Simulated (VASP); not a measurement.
A run of VASP 6.6.1:

File INCAR:

```
SYSTEM = Be3Te2O
PREC = Accurate ; ENCUT = 520
EDIFF = 1E-6 ; ISMEAR = 0
SIGMA = 0.1 ; LREAL = .FALSE.
LASPH = .TRUE. ; NELM = 150
ALGO = Normal ; ISIF = 2
LWAVE = .FALSE. ; LCHARG = .FALSE.
METAGGA = R2SCAN ; LMIXTAU = .TRUE.
KPAR = 4
```

KPOINTS

```
Automatic mesh
0
G
  10 10 10
  0 0 0
```

Contents of POSCAR:

```
Be3Te2O
1.0
   -1.8605700000      5.4980400000      2.4350200000
    1.8605700000     -5.4980400000      2.4350200000
    1.8605700000      5.4980400000     -2.4350200000
Be Te O
3 2 1
Direct
    0.9357550000      0.8126240000      0.1231310000
    0.6894930000      0.8126240000      0.8768690000
    0.1585900000      0.6585900000      0.5000000000
    0.6643150000      0.0028690000      0.6614470000
    0.3414220000      0.0028690000      0.3385530000
    0.9906450000      0.9906450000      0.0000000000
```

Potentials or basis: VASP PAW PBE potentials, release 64 (Be, Te, O).

Launch:

```console
$ cat potpaw_PBE.64/Be/POTCAR potpaw_PBE.64/Te/POTCAR potpaw_PBE.64/O/POTCAR > POTCAR
$ mpirun -np 4 vasp_std > vasp.out
```

Hardware: 4 MPI ranks on Intel(R) Xeon(R) Platinum 8488C (Sapphire Rapids) (shared host).

**Question.** How long does it take, and how much memory?

**Answer.** Wall time 6 min on 4 MPI ranks on Intel(R) Xeon(R) Platinum 8488C (Sapphire Rapids), on a shared host, peak memory 0.57 GiB a rank. Counts: scf iterations 21, k points 171.
